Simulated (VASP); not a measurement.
# ZnGaN (P-6m2) in VASP: further runs

Aim: see how the results for ZnGaN move with the level of theory and the settings. Levels: PBE, LDA. Tasks: relaxation of cell and atoms, relaxation of the atoms.

Everything below comes from runs of VASP 6.6.1. Logs are shortened: lines on timing, memory, paths and dates and some standing lists are left out, and cuts for length are marked.

**1. Starting point**

It takes space group P-6m2 (No. 187, hexagonal). Conventional cell: a = 4.296 Å, b = 4.296 Å, c = 2.652 Å, α = 90.00°, β = 90.00°, γ = 120.00°. Zn (site symmetry -6m2) is surrounded by 3 Ga at 2.48 Å and 2 Zn at 2.65 Å and 6 N at 2.81 Å. Around Ga (site symmetry -6m2) lie 3 Zn at 2.48 Å and 2 Ga at 2.65 Å and 6 N at 2.81 Å. N (site symmetry -6m2) is surrounded by 2 N at 2.65 Å and 6 Zn at 2.81 Å and 6 Ga at 2.81 Å.

The cell was built by a generator and needn't be a form met in nature.

**2. Relaxation of cell and atoms, PBE**

INCAR

```
SYSTEM = ZnGaN
ALGO     = Normal         ! electronic algorithm
EDIFF    = 1E-6           ! SCF threshold, eV
EDIFFG   = -0.02          ! ionic threshold
ENCUT    = 600            ! plane-wave cutoff, eV
GGA      = PE             ! functional
IBRION   = 2              ! ionic algorithm
ISIF     = 3              ! what is computed and relaxed
ISMEAR   = 0              ! smearing method
LASPH    = .True.         ! aspherical terms in the spheres
LCHARG   = .False.        ! write CHGCAR
LREAL    = .False.        ! projectors in reciprocal space
LWAVE    = .False.        ! write WAVECAR
NELM     = 80             ! most SCF steps
NSW      = 60             ! ionic steps
PREC     = Accurate       ! precision mode
SIGMA    = 0.05           ! smearing width, eV
```

KPOINTS

```
k-points
0
Gamma
  7 7 10
  0 0 0
```

POSCAR

```
ZnGaN
1.0
    4.2961700000      0.0000000000      0.0000000000
   -2.1480800000      3.7205900000      0.0000000000
    0.0000000000      0.0000000000      2.6522700000
Zn Ga N
1 1 1
Direct
    0.6666700000      0.3333300000      0.5000000000
    0.3333300000      0.6666700000      0.5000000000
    0.0000000000      0.0000000000      0.0000000000
```

Potentials or basis: VASP PAW PBE potentials, release 64 (Zn, Ga_d, N).

Launch:

```console
> cat potpaw_PBE.64/Zn/POTCAR potpaw_PBE.64/Ga_d/POTCAR potpaw_PBE.64/N/POTCAR > POTCAR
> mpirun -np 1 vasp_std > vasp.out
```

OUTCAR:

```text
SYSTEM = ZnGaN
   EDIFF = 1E-6
   EDIFFG = -0.02
   ENCUT = 600
   GGA = PE
   IBRION = 2
   ISIF = 3
   ISMEAR = 0
   LASPH = .True.
   LREAL = .False.
   NELM = 80
   NSW = 60
   PREC = Accurate

 ion  position               nearest neighbor table
   1  0.667  0.333  0.500-   2 2.48   2 2.48   2 2.48
   2  0.333  0.667  0.500-   1 2.48   1 2.48   1 2.48
   3  0.000  0.000  0.000-

  LATTYP: Found a hexagonal cell.
 ALAT       =     4.2961700000
 C/A-ratio  =     0.6173568551

  Lattice vectors:

 A1 = (   4.2961700000,   0.0000000000,   0.0000000000)
 A2 = (  -2.1480800000,   3.7205900000,   0.0000000000)
 A3 = (   0.0000000000,   0.0000000000,   2.6522700000)

Analysis of symmetry for initial positions (statically):
=====================================================================
 Subroutine PRICEL returns:
 Original cell was already a primitive cell.

 Routine SETGRP: Setting up the symmetry group for a
 hexagonal supercell.

 Subroutine GETGRP returns: Found  4 space group operations
 (whereof  4 operations were pure point group operations)
 out of a pool of 24 trial point group operations.

The static configuration has the point symmetry C_2v.

Analysis of symmetry for dynamics (positions and initial velocities):
=====================================================================
 Subroutine PRICEL returns:
 Original cell was already a primitive cell.

 Routine SETGRP: Setting up the symmetry group for a
 hexagonal supercell.

 Subroutine GETGRP returns: Found  4 space group operations
 (whereof  4 operations were pure point group operations)
 out of a pool of 24 trial point group operations.

The dynamic configuration has the point symmetry C_2v.

 Subroutine INISYM returns: Found  4 space group operations
 (whereof  4 operations are pure point group operations),
 and found     1 'primitive' translations

----------------------------------------------------------------------------------------

                                     Primitive cell

  volume of cell :      42.3946

  direct lattice vectors                    reciprocal lattice vectors
     4.296170000  0.000000000  0.000000000     0.232765463  0.134386975  0.000000000
    -2.148080000  3.720590000  0.000000000     0.000000000  0.268774576  0.000000000
     0.000000000  0.000000000  2.652270000     0.000000000  0.000000000  0.377035521

  length of vectors
     4.296170000  4.296165457  2.652270000     0.268774292  0.268774576  0.377035521

  position of ions in fractional coordinates (direct lattice)
     0.666670000  0.333330000  0.500000000
     0.333330000  0.666670000  0.500000000
     0.000000000  0.000000000  0.000000000

  ion indices of the primitive-cell ions
   primitive index   ion index
                 1           1
                 2           2
                 3           3

----------------------------------------------------------------------------------------

 KPOINTS: k-points

Automatic generation of k-mesh.
 Grid dimensions read from file:
 generate k-points for:    7    7   10

 Generating k-lattice:

  Cartesian coordinates                     Fractional coordinates (reciprocal lattice)
     0.033252209  0.019198139  0.000000000     0.142857143 -0.000000000  0.000000000
     0.000000000  0.038396368  0.000000000     0.000000000  0.142857143  0.000000000
     0.000000000  0.000000000  0.037703552     0.000000000  0.000000000  0.100000000

  Length of vectors
     0.038396327  0.038396368  0.037703552

  Shift w.r.t. Gamma in fractional coordinates (k-lattice)
     0.000000000  0.000000000  0.000000000

 Subroutine IBZKPT returns following result:
 ===========================================

 Found     96 irreducible k-points:

 Following reciprocal coordinates:
            Coordinates               Weight
  0.000000  0.000000  0.000000      1.000000
  0.142857  0.000000  0.000000      4.000000
 -0.142857  0.142857  0.000000      2.000000
  0.285714 -0.000000  0.000000      4.000000
 -0.285714  0.285714  0.000000      2.000000
  0.428571  0.000000  0.000000      4.000000
[... 16 lines left out ...]
 -0.428571  0.428571  0.100000      4.000000
  0.142857  0.142857  0.100000      4.000000
 [... further k-points ...]
   k-points           NKPTS =     96   k-points in BZ     NKDIM =     96   number of bands    NBANDS=     19
   number of dos      NEDOS =    301   number of ions     NIONS =      3
   total plane-waves  NPLWV =  31104
   dimension x,y,z NGX =    36 NGY =   36 NGZ =   24
   dimension x,y,z NGXF=    72 NGYF=   72 NGZF=   48
   ions per type =               1   1   1
   NGX,Y,Z   is equivalent  to a cutoff of  13.93, 13.93, 15.04 a.u.
   NGXF,Y,Z  is equivalent  to a cutoff of  27.86, 27.86, 30.09 a.u.
 SYSTEM =  ZnGaN
   PREC   = accura    normal or accurate (medium, high low for compatibility)
   ISTART =      0    job   : 0-new  1-cont  2-samecut
   ICHARG =      2    charge: 1-file 2-atom 10-const
   ISPIN  =      1    spin polarized calculation?
   LNONCOLLINEAR =      F non collinear calculations
   LSORBIT =      F    spin-orbit coupling
   LASPH  =      T    aspherical Exc in radial PAW
   ENCUT  =  600.0 eV  44.10 Ry    6.64 a.u.   8.58  8.58  5.30*2*pi/ulx,y,z
   NELM   =     80;   NELMIN=  2; NELMDL= -5     # of ELM steps
   EDIFF  = 0.1E-05   stopping-criterion for ELM
   LREAL  =      F    real-space projection
   EDIFFG = -.2E-01   stopping-criterion for IOM
   NSW    =     60    number of steps for IOM
   IBRION =      2    ionic relax: 0-MD 1-quasi-New 2-CG
   NFREE  =      1    steps in history (QN), initial steepest desc. (CG)
   ISIF   =      3    stress and relaxation
   ISYM   =      2    0-nonsym 1-usesym 2-fastsym
   POTIM  = 0.5000    time-step for ionic-motion
   TEBEG  =    0.0;   TEEND  =   0.0 temperature during run
   PSTRESS=    0.0 pullay stress
   NELECT =      30.0000    total number of electrons
   NUPDOWN=      -1.0000    fix difference up-down
   EMIN   =  10.00;   EMAX   =-10.00  energy-range for DOS
   EFERMI =   0.00;   METHOD = LEGACY
   ISMEAR =     0;   SIGMA  =   0.05  broadening in eV -4-tet -1-fermi 0-gaus
   EFERMI_NEDOS =   21; number of points for ismear=-14 and -15
   IALGO  =     38    algorithm
   IMIX   =      4    mixing-type and parameters
     AMIX     =   0.40;   BMIX     =  1.00
     AMIX_MAG =   1.60;   BMIX_MAG =  1.00
  volume/ion in A,a.u.               =      14.13        95.36
  Fermi-wavevector in a.u.,A,eV,Ry     =   1.458853  2.756833 28.956634  2.128253
  Thomas-Fermi vector in A             =   2.575489
   LORBIT       =      0    0 simple, 1 ext, 2 COOP (PROOUT), +10 PAW based schemes
   GGA     = PE    functional components
   LHFCALC =     F    Hartree Fock is set to
   AEXX    =    0.0000 exact exchange contribution
   IVDW    =     0    specifies the selected vdW correction
   LEPSILON=     F    determine dielectric tensor
   LRPA    =     F    only Hartree local field effects (RPA)
 conjugate gradient relaxation of ions
 non-spin polarized calculation
 Gauss-broadening in eV      SIGMA  =   0.05
  energy-cutoff  :      600.00
  volume of cell :       42.39
 maximum number of plane-waves:      1433
   NGX = 17   NGY = 17   NGZ = 11

--------------------------------------- Ionic step        1  -------------------------------------------

 number of electron      30.0000010 magnetization

 Free energy of the ion-electron system (eV)
  ---------------------------------------------------
  ext. energy  EPLUGINS =         0.00000000
  ---------------------------------------------------
  free energy    TOTEN  =        -8.12478343 eV

  energy without entropy =       -8.12232218  energy(sigma->0) =       -8.12355280

------------------------ aborting loop because EDIFF is reached ----------------------------------------

  FORCE on cell =-STRESS in cart. coord.  units (eV):
  Direction    XX          YY          ZZ          XY          YZ          ZX
  --------------------------------------------------------------------------------------
  -------------------------------------------------------------------------------------
  Total        0.2634111      0.2638608     -0.6038490      0.0003901      0.0000000      0.0000000
  in kB        9.9548262      9.9718222    -22.8206440      0.0147433      0.0000000      0.0000000
  external PRESSURE =      -0.9646652 kB  Pullay stress =       0.0000000 kB
[... 59 lines left out ...]
  energy  without entropy=       -8.1293189158  energy(sigma->0) =       -8.12999975

--------------------------------------- Ionic step        3  -------------------------------------------

 number of electron      30.0000007 magnetization

 Free energy of the ion-electron system (eV)
  ---------------------------------------------------
  ext. energy  EPLUGINS =         0.00000000
  ---------------------------------------------------
  free energy    TOTEN  =        -8.13175287 eV

  energy without entropy =       -8.13081704  energy(sigma->0) =       -8.13128495

 E-fermi :   3.9872     XC(G=0): -11.3642

 val. band max:        3.9349645848   @ k =   0.2857   0.2857   0.2000
 cond. band min:       4.0280628095   @ k =   0.2857  -0.0000   0.4000
 fundamental gap:      0.0930982246
 Fermi energy:         3.9872414661

 k-point     1 :       0.0000    0.0000    0.0000
  band No.  band energies     occupation
      1     -11.1949      2.00000
      2     -10.9006      2.00000
      3     -10.9006      2.00000
      4     -10.7195      2.00000
      5     -10.7195      2.00000
      6     -10.1881      2.00000
[... 11 lines left out ...]
     18       5.1585      0.00000
     19      13.2403      0.00000
[... 489 lines left out ...]
      3     -10.8918      2.00000
      4     -10.7508      2.00000
      5     -10.7452      2.00000
      6      -9.7626      2.00000
[... 11 lines left out ...]
     18       8.7975      0.00000
     19      12.0111      0.00000

 [... further k-points ...]

------------------------ aborting loop because EDIFF is reached ----------------------------------------

  FORCE on cell =-STRESS in cart. coord.  units (eV):
  Direction    XX          YY          ZZ          XY          YZ          ZX
  --------------------------------------------------------------------------------------
  -------------------------------------------------------------------------------------
  Total       -0.0084027     -0.0082412     -0.0476826      0.0001399      0.0000000      0.0000000
  in kB       -0.3182186     -0.3121021     -1.8057809      0.0052963      0.0000000      0.0000000
  external PRESSURE =      -0.8120339 kB  Pullay stress =       0.0000000 kB
[... 18 lines left out ...]
  FREE ENERGIE OF THE ION-ELECTRON SYSTEM (eV)
  ---------------------------------------------------
  free  energy   TOTEN  =        -8.1317528684 eV

  energy  without entropy=       -8.1308170362  energy(sigma->0) =       -8.13128495

 reached required accuracy - stopping structural energy minimisation
```

It took 71 s on 1 thread of Intel Xeon 6975P-C (Granite Rapids), shared host; peak memory 0.26 GiB.

What came out:

- Free energy: -8.1318 eV
- Relaxed volume: 14.10 Å³/atom
- Relaxed cell: a = 4.325 Å, b = 4.325 Å, c = 2.612 Å, α = 90.00°, β = 90.00°, γ = 120.00°
- Space group after relaxing (to 0.05 Å): P-6m2 (No. 187)
- Energy gained by relaxing: 2.3 meV/atom
- Ionic steps: 3
- Pressure after relaxing: -0.1 GPa
- Band gap on the k mesh: none (metal or under the smearing width)

The path:
```tsv
step	energy change (eV)	largest force (eV/Å)	pressure (GPa)	volume (Å³)
1	0.0000	0.0002	-0.10	42.39
2	-0.0059	0.0000	-0.10	42.34
3	-0.0070	0.0001	-0.08	42.31
```

Final structure:
```cif
data_structure
_symmetry_space_group_name_H-M 'P 1'
_symmetry_Int_Tables_number 1
_cell_length_a 4.3246
_cell_length_b 4.3246
_cell_length_c 2.6120
_cell_angle_alpha 90.000
_cell_angle_beta 90.000
_cell_angle_gamma 119.999
_cell_volume 42.31
loop_
_atom_site_label
_atom_site_type_symbol
_atom_site_fract_x
_atom_site_fract_y
_atom_site_fract_z
_atom_site_occupancy
Zn1 Zn 0.66667 0.33333 0.50000 1
Ga1 Ga 0.33333 0.66667 0.50000 1
N1 N 0.00000 0.00000 0.00000 1
```

**3. Relaxation of the atoms, LDA**

INCAR

```
ALGO = Fast ; EDIFF = 1E-7
EDIFFG = -0.02 ; ENCUT = 520
GGA = CA ; IBRION = 2
ISIF = 2 ; ISMEAR = 0
LASPH = T ; LCHARG = F
LREAL = F ; LWAVE = F
NELM = 60 ; NSW = 40
PREC = Accurate ; SIGMA = 0.05
```

KPOINTS

```
k-points
0
Gamma
  7 7 10
```

POSCAR is that of step 2.

Potentials or basis: VASP PAW LDA potentials, release 64 (Zn, Ga_d, N).

Launch:

```console
> cat potpaw_LDA.64/Zn/POTCAR potpaw_LDA.64/Ga_d/POTCAR potpaw_LDA.64/N/POTCAR > POTCAR
> mpirun -np 1 vasp_std > vasp.out
```

It took 26 s on 1 thread of Intel Xeon 6975P-C (Granite Rapids), shared host; peak memory 0.2 GiB.

Results (log left out):

```yaml
Free_energy: -10.2550 eV
Pressure_after_relaxing: -8.0 GPa
Band_gap_on_the_k_mesh: none (metal or under the smearing width)
```

Stress tensor (GPa, compression positive):
```
-7.26  0.00  0.00
 0.00 -7.26  0.00
 0.00  0.00 -9.57
```

Final structure:
```xyz
3
Lattice="4.2962 0.0000 0.0000 -2.1481 3.7206 0.0000 0.0000 0.0000 2.6523" Properties=species:S:1:pos:R:3 pbc="T T T"
Zn    2.1481    1.2402    1.3261
Ga    0.0000    2.4804    1.3261
N     0.0000    0.0000    0.0000
```

Levels at points of the mesh, in eV from the Fermi level:
```tsv
k point	band 13	band 14	band 15	band 16	band 17	band 18
(0.00, 0.00, 0.00)	-2.34	-2.34	0.36	0.36	0.78	0.99
(0.00, 0.00, 0.50)	-1.78	-0.94	-0.94	-0.24	4.10	4.10
```

Caveat: the relaxation stopped at its first step, so nothing moved.
